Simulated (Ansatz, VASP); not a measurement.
**AlNi in two plane-wave programs**

Aim: how closely do two programs agree when they are given the same cell, functional and k mesh? The cell is taken from a series of runs on this material, whose earlier steps may have relaxed, scaled, displaced or heated it; both programs get it as it stands.

Program: Ansatz 0.2.0. Level of theory: plane waves, with VASP 6.6.1 beside it; zone-centre phonons at PBEsol. Results are calculated unless marked as measured.

### 1. The structure

The structure is tetragonal, space group P4/mmm (No. 123). The conventional cell has a = 2.872 Å, b = 2.872 Å, c = 2.833 Å, α = 90.00°, β = 90.00°, γ = 90.00°. Al has 8 Ni at 2.48 Å nearest. Nearest to Ni lie 8 Al at 2.48 Å. Farther neighbours are not listed.

### 2. Ansatz: zone-centre phonons, PBEsol

Ansatz runs on its PAW soft_1 files.

Second derivatives magnify differences that forces hide, and they need a tight electronic threshold.

Contents of input.yaml:

```yaml
crystal:
  lattice:
    - [2.8723090047, 0.0, 0.0]
    - [0.0, 2.8723090047, 0.0]
    - [0.0, 0.0, 2.8331216952]
  atoms:
    - { symbol: Al, position: [0.0, 0.0, 0.0] }
    - { symbol: Ni, position: [0.5, 0.5, 0.5] }
kpoints:
  mp_grid: { grid: [16, 16, 16] }
hamiltonian:
  xc: pbesol
  pseudopotentials: { kind: paw, azcp: { folder: soft_1 }, xc_functional: pbe }
scf:
  occupations: { method: methfessel_paxton, width: 0.2 }
output:
  eigenvalues: true
phonons:
  method: dfpt
```

Command:

```sh
$ ansatz run input.yaml --threads 4 --pin off --max-ram 10240MiB --backend cpu --events-out ev --progress --plain --runs-dir out
```

Numbers of over 12 decimals in the logs are rounded to 6 here.

The program printed:

```text
zone centre: on kpoints.mp_grid the ground state, and the responses unless they are solved on pairs of k-points, stand on 729 of the mesh's 4096 k-points, reduced under 8 symmetry operations, with k and −k counted as one. Each operation leaves every solved displacement unchanged or reverses it
Engine: ansatz 0.2.0, x86_64-unknown-linux-gnu
Pseudopotentials: kind: paw
Pseudopotential: Al, paw, valence charge 3, recommended cutoff 420 eV (normal), soft_1/Al.paw.azcp
Pseudopotential: Ni, paw, valence charge 18, recommended cutoff 420 eV (normal), soft_1/Ni.paw.azcp
Functional definition: PBEsol
  exchange = pbesol_x
  correlation = pbesol_c
Crystal: 2 atoms, lattice volume = 23.374 Å³
Basis set: ecut = 420 eV, 461 PW (Γ), exchange–correlation on 40×40×40 points (8 copies of the dense FFT grid, shifted against one another)
Bands: 15, of which v1, the nominal top of the filled ones, is band 11 counted from 1 (10 counted from 0)
Symmetry: 16 space group operations
k-points: 729 of 4096 (irreducible under 8 space group operations)
Non-local potential: Al, projectors of the file, l = 0: 2, l = 1: 2, l = 2: 1
Non-local potential: Ni, projectors of the file, l = 0: 3, l = 1: 2, l = 2: 3, l = 3: 1
PAW form: soft (Blöchl's): semilocal exchange-correlation on the pseudo side does not see the compensation charge
PAW frozen core: Al, regenerated for the run's functional, and the local potential with it (the file was generated under x = pbe(κ = 0.804, μ = 0.219515), c = pbe(β = 0.066725))
PAW frozen core: Ni, regenerated for the run's functional, and the local potential with it (the file was generated under x = pbe(κ = 0.804, μ = 0.219515), c = pbe(β = 0.066725))
PAW one-centre angular grid: Al, 110 points (default); XC on 64 Gauss nodes
PAW one-centre angular grid: Ni, 590 points (default); XC on 64 Gauss nodes
Initial density: superposition of atomic densities (chi_scale 0.1, normalization cell, long waves kept (reshape's long-wave potential 0.00 eV rms))
Initial wavefunctions: pseudopotential atomic-orbital guess
Functional: x = pbesol(κ = 0.804, μ = 0.123457), c = pbesol(β = 0.046)
SCF iter   1: F=—  HF=-6331.229574 eV  |F-HF|=—  |Δ(HF+E_count)|=         —  Δρ=7.65e-2  dr2=1.39e0  ethr=3.10e-3  ⟨swp⟩=4.0  Hψ=48465  notcnv=0
preconditioner: auto → none  [metal: Δε(μ)=0.012 eV  Ē_g=10.280 eV  σ=0.200 eV  W_gap=0.05  n_scr=6 (ndim 8)  ℏωp=27.7 eV  f_vac=0.000  D(μ)=0.58/eV (n_scr^D=0)  sad-step TF]
SCF iter   2: F=—  HF=-6331.079545 eV  |F-HF|=—  |Δ(HF+E_count)|=   1.50e-1  S|Δr|=    0.00e0  Δρ=5.71e-2  dr2=8.34e-1  ethr=3.10e-3  ⟨swp⟩=2.0  Hψ=19563  notcnv=0  defer=158
SCF iter   3: F=—  HF=-6330.890782 eV  |F-HF|=—  |Δ(HF+E_count)|=   1.89e-1  S|Δr|=    0.00e0  Δρ=2.16e-2  dr2=9.85e-2  ethr=3.10e-3  ⟨swp⟩=2.0  Hψ=13902  notcnv=0  defer=158
SCF iter   4: F=—  HF=-6330.873684 eV  |F-HF|=—  |Δ(HF+E_count)|=   1.71e-2  S|Δr|=    0.00e0  Δρ=5.33e-3  dr2=3.79e-3  ethr=4.69e-4  ⟨swp⟩=2.0  Hψ=18846  notcnv=0  defer=147
SCF iter   5: F=—  HF=-6330.873459 eV  |F-HF|=—  |Δ(HF+E_count)|=   2.25e-4  S|Δr|=    0.00e0  Δρ=4.78e-4  dr2=2.44e-5  ethr=1.81e-5  ⟨swp⟩=2.5  Hψ=14943  notcnv=0  defer=147
SCF iter   6: F=—  HF=-6330.873442 eV  |F-HF|=—  |Δ(HF+E_count)|=   1.71e-5  S|Δr|=    0.00e0  Δρ=1.01e-4  dr2=1.16e-6  ethr=1.16e-7  ⟨swp⟩=2.0  Hψ=18514  notcnv=0  defer=147
SCF iter   7: F=—  HF=-6330.873452 eV  |F-HF|=—  |Δ(HF+E_count)|=   9.93e-6  S|Δr|=    0.00e0  Δρ=1.15e-5  dr2=1.89e-8  ethr=5.52e-9  ⟨swp⟩=2.3  Hψ=15857  notcnv=0  defer=147
SCF iter   8: F=—  HF=-6330.873452 eV  |F-HF|=—  |Δ(HF+E_count)|=   3.64e-9  S|Δr|=    0.00e0  Δρ=1.14e-6  dr2=1.83e-10  ethr=9.00e-11  ⟨swp⟩=2.3  Hψ=16075  notcnv=0  defer=147
SCF iter   9: F=-6330.873452 eV  HF=-6330.873452 eV  |F-HF|=9.09e-13  |Δ(HF+E_count)|=  3.37e-11  S|Δr|=    0.00e0  Δρ=7.87e-8  dr2=1.02e-12  ethr=1.00e-12  ⟨swp⟩=6.1  Hψ=47018  notcnv=0
SCF 1 converged in 9 iterations: F = -6330.873452 eV  dr2 = 1.02e-12
  greatest PAW one-centre occupation: 1.001 electrons in one spin orbital (limit 2), on the Ni atom at site 1 (counted from 0), in its partial waves of l = 1
DFPT response loops at Γ: preconditioner auto → Kerker (q_TF=auto, 2.680 Å⁻¹) (partly filled bands, converged f_vac=0.000); β = 1.00, the filter's whole step (`scf.mixing.beta` (0.50) is not read by the response loops under this deck's `scf.mixing.preconditioner`; to damp them name `kerker` or `kerker_dos`, under which they read `scf.mixing.beta`, and type it under 1.00, their step now; both keys bind the ground state too); Broyden in place of MSR1
SCF converged after 9 iterations
Stability not checked: this state was not tested for a lower state beside it, because cold or Methfessel-Paxton smearing, or corrected tetrahedra, fill the levels in a way that the test cannot read (fill_not_monotonic; see scf.lower_state_search)
Free energy (F): -6330.873452 eV
Harris-Foulkes:  -6330.873452 eV  (|F-HF|=9.09e-13)
Internal energy: -6330.874265 eV  (E = F + TS)
E sigma→0 (E₀):  -6330.873655 eV
Entropy (-TS):   0.000813 eV (0.406 meV/atom)
Fermi energy:    14.128785 eV
--- Per-component energies (eV) ---
  E_band       = -332.947728
  E_kinetic    = 369.267910
  E_local      = -3715.165886  (includes V_loc(G=0)·N_el)
  E_nonlocal   = -105.500274
  E_hartree    = 1950.091589
  E_xc         = -151.806285
  E_vxc        = -177.645068  (∫ρ·V_xc dr)
  E_paw        = -2080.805259  (= ΣΔE_a)
  E_vpaw       = -604.088286  (= ΣTr[D̂ρ^β])
  E_aug_tail   = 0.000778  (compensation charges beyond the density's cutoff)
  E_ewald      = -2597.173266
  E_core_change = 0.216428  (= ΣΔE_core)
  E_smearing   = 0.000813  (= −TS)
  E_closure    = 0.000000  (closes the sum)
  Σ components = -6330.873452   (vs F -6330.873452, Δ=0.00e0)
--- Band table (eV; the first three rows and the last of 729) ---
  k-point 0: bands = [... 7 lower, 12.5271, 12.5696, 12.5696, 19.5299, 19.5299, 20.0320, 22.2647, 22.3670]
  k-point 1: bands = [... 7 lower, 12.5310, 12.5346, 12.5346, 19.1768, 19.6291, 19.6291, 22.2687, 23.1194]
  k-point 2: bands = [... 7 lower, 12.4380, 12.4380, 12.5419, 17.7350, 19.9188, 19.9188, 22.2807, 24.2313]
  k-point 728: bands = [... 7 lower, 13.1164, 13.1543, 16.0453, 16.0453, 16.0752, 18.0488, 18.6158, 18.7650]
--- Phonons (Γ-DFPT): 4 representative perturbations + reference, on 729 of 4096 k-points (Σ response iterations 12) ---
  k mesh reduced under 8 symmetry operations, with k and −k counted as one. Each operation leaves every solved displacement unchanged or reverses it
  ASR residual: 4.176e-5 → 0.000e0 eV/Å²; symmetrization residual: 7.996e-7 eV/Å²
  ASR residual per site (eV/Å²): 1.33e-5 4.18e-5
  Γ frequencies (cm⁻¹): 0.00 0.00 0.00 303.05 303.91 303.91
  non-analytic LO–TO correction: not included (Born effective charges unavailable; polar crystals: no LO–TO splitting at Γ)
```

[end of part 1 of 2]

[Lines on the potential files, build, host, timing and source positions are cut from VASP's logs without a mark.]

[Logs are printed without paths, hosts, clocks, repeated set-up lines and the standing remarks that a program may print on its own settings, such as how far it seeks lower states.]

[Hosts, paths, dates, database ids (printed as entryN), source tags and the programs' standing remarks are cut or masked in the printed files.]
